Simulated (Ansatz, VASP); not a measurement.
Cd3Pd in VASP and in Ansatz

```
Cd Pd
1.0
     4.10530    0.00000    0.00000
     0.00000    4.10530    0.00000
     0.00000    0.00000    4.10530
Cd Pd
3 1
Direct
  0.00000 0.50000 0.50000
  0.50000 0.00000 0.50000
  0.50000 0.50000 0.00000
  0.00000 0.00000 0.00000
```

Alike in both runs: functional LDA; k mesh 8 × 8 × 8; occupations fermi-dirac, width 0.05 eV; no spin polarisation.

Ansatz relaxed the structure, and its values are those at the end. VASP's run is a single point on that final structure, the one shown.

|  | VASP | Ansatz |
| --- | --- | --- |
| version | VASP 6.6.1 | Ansatz 0.2.0 |
| potentials or method | VASP PAW LDA potentials, release 64 (Cd, Pd) | PAW with Ansatz's default frozen-core files, scalar-relativistic |
| plane-wave cutoff (eV) | 520 | 420 |
| valence electrons in the cell | 46 | 78 |

Ansatz gave:

- pressure (GPa): 0.0

Which values does VASP return?

Pressure (GPa): 1.2.

The two sets of potentials don't hold the same shells in valence. Ansatz warned: «gradients_without_spin_orbit».
